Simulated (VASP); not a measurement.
```
N4Si3
1.0
    0.00000     4.03533     4.03533
    4.03533     0.00000     4.03533
    4.03533     4.03533     0.00000
Si N
6 8
Direct
  0.12500   0.12500   0.12500
  0.62500   0.12500   0.12500
  0.12500   0.62500   0.12500
  0.12500   0.12500   0.62500
  0.75000   0.75000   0.75000
  0.50000   0.50000   0.50000
  0.36260   0.36260   0.36260
  0.91220   0.36260   0.36260
  0.36260   0.91220   0.36260
  0.36260   0.36260   0.91220
  0.88740   0.88740   0.88740
  0.33780   0.88740   0.88740
  0.88740   0.33780   0.88740
  0.88740   0.88740   0.33780
```

Calculation: PBE GGA, VASP's PBE PAW potentials (set 64) (plane waves; VASP 6.6.1). Numerical set-up: LREAL = Auto, 280 eV cut-off, 4×4×4 Γ-centred mesh, Gaussian smearing of 0.27 eV, potentials Si N.

At this cut-off the stress carries a Pulay error, which pulls relaxed volumes low.  Energy and stress use the plane-wave basis of the starting cell.

**Question.** The ions, cell shape and volume are relaxed. Give the cell that the relaxation ends in.

**Answer.** 
```
N4Si3
1.0
    0.00000     3.79761     3.79761
    3.79761     0.00000     3.79761
    3.79761     3.79761     0.00000
Si N
6 8
Direct
  0.12500   0.12500   0.12500
  0.62500   0.12500   0.12500
  0.12500   0.62500   0.12500
  0.12500   0.12500   0.62500
  0.75000   0.75000   0.75000
  0.50000   0.50000   0.50000
  0.36776   0.36776   0.36776
  0.89672   0.36776   0.36776
  0.36776   0.89672   0.36776
  0.36776   0.36776   0.89672
  0.88224   0.88224   0.88224
  0.35328   0.88224   0.88224
  0.88224   0.35328   0.88224
  0.88224   0.88224   0.35328
```
Space group Fd-3m (227), at a tolerance of 0.03 Å.

**Question.** How do energy and volume change from the first to the last step?

**Answer.** The energy (σ→0) changes by -357.6 meV/atom and the volume by -16.7 %, in 12 ionic steps.

The structure was generated: Si3N4 was put into an ordered model structure, which need not be its known phase. This run relaxes it. Symmetry was kept, so distortions that lower it aren't found. The run is one of a series of settings (EDIFFG = -0.01, ENCUT = 280, IBRION = 2, ISIF = 3, ISMEAR = 0, NSW = 50, SIGMA = 0.272, KPOINTS 4×4×4 Γ-centred mesh against the base run), some of them coarse on purpose.
